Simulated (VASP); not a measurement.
# BaHfO3: stress against strain

BaHfO3 (cubic perovskite, Pm-3m, 14.345 Å³/atom and stress up to 0.18 GPa in the relaxed cell, cube axes along x, y and z) under a strain ε along a cube axis (axis z), the other axes held. PBEsol in VASP (plane waves, PAW), 600 eV, 8×8×8 Γ-centred mesh, Gaussian smearing 0.05 eV; ions are relaxed, or left where forces stay under 0.02 eV/Å, within the symmetry of each cell. Stress is positive for a compressed cell.

Here s stands for strain and y for stress zz.

| strain (%) | stress zz (GPa) |
|---|---|
| -3.00 | ? |
| -1.50 | 5.48 |
| -1.00 | 3.49 |
| -0.50 | 1.61 |
| 0.00 | -0.18 |
| 0.50 | -1.87 |
| 1.00 | -3.47 |
| 1.50 | -4.99 |

Taking a straight line for y over the 7 complete rows: Means: s 0, y 0.010. About the means, the sum of products is -24.405 and the sum of squares of s is 7.0000; the slope is their ratio. Least squares gives y = 0.010 - 3.4864·s. Residuals (row less fit): 0.240, -0.006, -0.143, -0.190, -0.137, 0.006, 0.230; standard error 0.193 (degrees of freedom: 5). The slope gives the elastic constant C11 = 349 ± 7 GPa (± standard error of the fit, which holds the terms cut off).

### Question
Estimate the missing y (s = -3.00); what did the run itself give?

### Answer
y = 0.010 - 3.4864 × (-3.0) = 10.469 GPa. The calculation gives 12.13 GPa, 1.661 GPa above the prediction (9.7 % of the range of y in the table). The row lies outside the fitted rows, so this is an extrapolation. From the scatter of the fitted rows alone, a prediction at this place has a standard error of 0.300 GPa, so the miss is 5.5 times that.

A polynomial of degree 2 through the 12 other runs of the series gives 12.03 there, so most of the miss is curvature that the fit leaves out. The primitive cell can neither tilt nor turn polar against its symmetry, as such crystals can under strain. Rows are the converged runs of the series near zero and its far end, less any whose ions stayed unrelaxed beside relaxed ones; series whose fitted rows scatter by over a few per cent of the range, as at a crossing or softening among them, aren't shown in this form. Most that stay on the fit to the last digits aren't either.
